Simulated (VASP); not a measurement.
Here is a VASP 6.6.1 calculation.

INCAR

```
SYSTEM = Ga4P3N
ALGO = Normal ; EDIFF = 1E-6
EDIFFG = -0.02 ; ENCUT = 600
IBRION = 2 ; ISIF = 3
ISMEAR = 0 ; KPAR = 2
LASPH = .TRUE. ; LCHARG = .FALSE.
LMIXTAU = .TRUE. ; LREAL = .FALSE.
LWAVE = .FALSE. ; METAGGA = R2SCAN
NELM = 80 ; NSW = 40
PREC = Accurate ; SIGMA = 0.02
```

The input KPOINTS:

```
k-points
0
G
  7 7 4
  0 0 0
```

POSCAR

```
Ga4P3N
1.0
   -2.6077345200      2.6077345200      0.0000000000
   -2.6077345200     -5.2154690400      2.6077345200
    2.6077345200      2.6077345200      5.2154690400
Ga N P
4 1 3
Direct
    0.0000000000      0.0000000000      0.0000000000
    0.7500000000      0.5000000000      0.2500000000
    0.5000000000      0.0000000000      0.5000000000
    0.2500000000      0.5000000000      0.7500000000
    0.5625000000      0.1250000000      0.1875000000
    0.3125000000      0.6250000000      0.4375000000
    0.0625000000      0.1250000000      0.6875000000
    0.8125000000      0.6250000000      0.9375000000
```

Potentials or basis: VASP PAW PBE potentials, release 64 (Ga_d, N, P).

The run is started by

```console
$ cat potpaw_PBE.64/Ga_d/POTCAR potpaw_PBE.64/N/POTCAR potpaw_PBE.64/P/POTCAR > POTCAR
$ mpirun -np 2 vasp_std > vasp.out
```

Question: Predict the relaxed volume.

Answer: 17.76 Å³/atom.

Question: Predict the band gap on the k mesh.

Answer: 0.25 eV, direct.

Question: Predict the relaxed cell.

Answer: a = 3.697 Å, b = 6.383 Å, c = 6.395 Å, α = 99.96°, β = 90.00°, γ = 106.84°.

Question: What does it give for the space group after relaxing (to 0.05 Å)?

Answer: Cm (No. 8).

Step by step:
| step | energy change (eV) | largest force (eV/Å) | pressure (GPa) | volume (Å³) |
| --- | --- | --- | --- | --- |
| 1 | 0.0000 | 3.3807 | 3.31 | 141.87 |
| 2 | -0.9076 | 1.3615 | -3.92 | 149.53 |
| 3 | -0.9594 | 0.8875 | -5.41 | 151.78 |
| 4 | -1.2369 | 0.7476 | 1.41 | 140.61 |
| 5 | -1.2541 | 0.7514 | -0.11 | 142.62 |
| 6 | -1.3012 | 0.2502 | 0.22 | 141.88 |
| 7 | -1.3031 | 0.2355 | 0.34 | 141.71 |
| 8 | -1.3098 | 0.1696 | -0.23 | 142.42 |
| 9 | -1.3100 | 0.1758 | -0.38 | 142.62 |
| 10 | -1.3152 | 0.1217 | -0.10 | 142.23 |
| 11 | -1.3162 | 0.1042 | 0.05 | 142.01 |
| 12 | -1.3162 | 0.1024 | 0.10 | 141.96 |
| 13 | -1.3170 | 0.0349 | -0.05 | 142.16 |
| 14 | -1.3170 | 0.0309 | -0.03 | 142.15 |
| 15 | -1.3170 | 0.0329 | -0.05 | 142.15 |
| 16 | -1.3171 | 0.0159 | 0.03 | 142.06 |

Caveat: the PAW data sets were made with another functional, which shifts forces and pressure a little; an odd mesh through Γ misses points on the zone boundary, where band edges often lie.
